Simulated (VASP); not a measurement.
```xyz
1
Lattice="0.0000 1.7766 1.7766 1.7766 0.0000 1.7766 1.7766 1.7766 0.0000" Properties=species:S:1:pos:R:3 pbc="T T T"
Cu     0.0000     0.0000     0.0000
```

These are PBE GGA, VASP's PBE PAW potentials (set 64) (plane waves; VASP 6.6.1) values and carry that method's errors. Numerical set-up: 300 eV cut-off, 21×21×21 Γ-centred mesh, Fermi-Dirac smearing of 0.10 eV, potentials Cu.

**Question.** Give the energies of bands 1 to 7 at the high-symmetry points, in eV from the Fermi level.

**Answer.** 
```csv
band,Γ,X,U,L,W
1,-9.79,-5.24,-4.62,-5.42,-4.45
2,-3.23,-4.74,-4.36,-3.27,-3.79
3,-3.23,-1.75,-2.96,-3.27,-3.79
4,-3.23,-1.58,-2.21,-1.73,-2.39
5,-2.35,-1.58,-1.79,-1.73,-1.57
6,-2.35,1.42,4.42,-1.20,6.36
7,22.98,7.44,5.89,3.98,6.36
```

It has no gap at this level: it comes out as a metal or semimetal.

The structure comes from a computed database's Cu entry; how it stands against other phases isn't given here. The cell was not relaxed at this level.
